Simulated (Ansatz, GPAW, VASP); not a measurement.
Code comparison for HfNi (P1, 4 atoms in the cell)

Self-consistent single point.

```yaml
crystal:
  lattice:
    - [1.60093, -4.91694, 0.00000]
    - [1.60093, 4.91694, 0.00000]
    - [0.00000, 0.00000, 4.03489]
  atoms:
    - { symbol: Hf, position: [0.85959, 0.13978, 0.74521] }
    - { symbol: Hf, position: [0.14608, 0.86198, 0.24918] }
    - { symbol: Ni, position: [0.57669, 0.40886, 0.75596] }
    - { symbol: Ni, position: [0.41764, 0.58938, 0.24965] }
```

Shared settings, as Ansatz (a quantum-chemistry and plane-wave program) writes them: kpoints.mp_grid.grid = 6 6 5; scf.occupations.method = fermi_dirac; scf.occupations.width = 0.1 eV. Potentials and cutoffs stand in the table.

| code | model | pressure (GPa) | largest force (eV/Å) | cutoff |
|---|---|---|---|---|
| GPAW | LDA (Perdew-Wang 92), GPAW PAW datasets LDA (gpaw-data 1.0.1) | -6.67 | 0.349 | 850 eV |
| VASP | LDA (PZ), VASP's LDA PAW potentials (set 64) | -7.66 | 0.361 | 300 eV |
| Ansatz | LDA (PW92), PAW files made with PBE | -7.10 | 0.344 | default |

Size of the force on each atom (eV/Å): Sizes of forces hide their directions.

```csv
code,Hf1,Hf2,Ni3,Ni4
GPAW,0.228,0.349,0.284,0.243
VASP,0.245,0.361,0.268,0.231
Ansatz,0.225,0.344,0.279,0.249
```

On Ansatz's run: spin-orbit coupling is off. Spin polarisation is off.

The spread over the programs that give each value: pressure within 0.99 GPa; largest force within 0.017 eV/Å.

Ansatz's pressure is given at a fixed set of plane waves, as the other plane-wave codes print theirs; with its correction for the finite basis it is -7.04 GPa. The same LDA comes in different parametrisations, which differ slightly.

VASP's run is marked for a possible Pulay error in its stress at this cutoff; no cutoff test was made.

The starting cell comes from a database of computed structures (which also holds hypothetical and non-ambient phases and stackings), without a prior relaxation at this level. Its atoms were displaced at random from the sites of space group no. 63.

Left out of this page: Quantum ESPRESSO, CP2K and SIESTA (not drawn, or without a comparable value).

Keys are those of Ansatz 0.2.
